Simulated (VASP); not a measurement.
These are PBE0 hybrid, VASP's PBE PAW potentials (set 64) (plane waves; VASP) values and carry that method's errors.

Input for VASP

**POSCAR**
```
BaTiO3
8.2693220
  0.4863161696   0.0000000000   0.0000000000
  0.0000000000   0.4863161696   0.0000000000
  0.0000000000   0.0000000000   0.5000000000
Ba Ti O
1 1 3
Cart
  0.2431580848   0.2431580848   0.2912700000
  0.0000000000   0.0000000000   0.0500200000
  0.0000000000   0.2431580848   0.0321100000
  0.2431580848   0.0000000000   0.0321100000
  0.0000000000   0.0000000000   0.2744850000
```

File KPOINTS:
```
Automatic mesh
0
Gamma
5 5 5
0 0 0
```

**INCAR**
```
PREC=Accurate
ISIF=2   # forces and stress, cell fixed
LHFCALC=.True.
PRECFOCK=Fast
SYSTEM=BaTiO3
LASPH=.True.   # aspherical one-centre terms
GGA=PE
ENCUT=400   # plane-wave cut-off (eV)
LREAL=.False.   # projection in real space or not
LCHARG=.False.
ISYM=3
SIGMA=0.05   # width (eV)
ALGO=Normal   # blocked Davidson
AEXX=0.25
HFRCUT=-1
EDIFF=1E-6
LMAXMIX=4   # l cut-off of mixed one-centre charges
ISMEAR=0   # Gaussian
NELM=100   # most electronic steps
LWAVE=.False.
```

POTCAR, in this order: Ba_sv Ti_sv O (PBE.64 set). Program: vasp_std.

At this cut-off the stress carries a Pulay error, which pulls relaxed volumes low.

**Question.** Predict the energy per atom (σ→0), pressure, largest force.

**Answer.** 
- energy per atom (σ→0): -10.239 eV/atom
- pressure: -10.34 GPa
- largest force: 0.642 eV/Å

**OSZICAR**
```
...
DAV:  15    -0.511959080129E+02   -0.77178E-04   -0.22366E-04  1080   0.110E-01    0.793E-02
DAV:  16    -0.511959340488E+02   -0.26036E-04   -0.36748E-05  1096   0.717E-02    0.486E-02
DAV:  17    -0.511959480511E+02   -0.14002E-04   -0.15849E-05  1080   0.368E-02    0.292E-02
DAV:  18    -0.511959538510E+02   -0.57998E-05   -0.28521E-06   928   0.178E-02    0.173E-02
DAV:  19    -0.511959566290E+02   -0.27780E-05   -0.17624E-06   728   0.107E-02    0.109E-02
DAV:  20    -0.511959579573E+02   -0.13283E-05   -0.56110E-07   624   0.794E-03    0.689E-03
DAV:  21    -0.511959585905E+02   -0.63324E-06   -0.33026E-07   600   0.545E-03
   1 F= -.51195959E+02 E0= -.51195959E+02  d E =-.793572E-27
```

The structure comes from a computed database's BaTiO3 entry; how it stands against other phases isn't given here. The cell was not relaxed at this level.
